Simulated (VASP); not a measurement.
Energy against volume of Na (bcc). Method: LDA (Ceperley-Alder, Perdew-Zunger), VASP's LDA PAW potentials (set 64) (plane waves; VASP 6.6.1). Run with 520 eV cut-off, 13×13×13 Γ-centred mesh, first-order Methfessel-Paxton smearing of 0.10 eV, potentials Na_pv.

| V (Å³/atom) | E (eV/atom) |
|---|---|
| 31.222 | -1.44884 |
| 32.219 | -1.45184 |
| 33.215 | -1.45286 |
| 34.212 | -1.45214 |

Fit these four points and predict the energy of the run at 35.208 Å³/atom.

A cubic in V^(−2/3), the third-order Birch-Murnaghan form, passes through the four points with V0 = 33.28 Å³/atom and B0 = 9 GPa, and gives -1.4499 eV/atom there. The run gave -1.4499 eV/atom, -0.0 meV/atom from the fit; all five points give B0 = 9 GPa.

The compound is Na in the bcc structure. It was relaxed first, which changed the volume by -14 %.
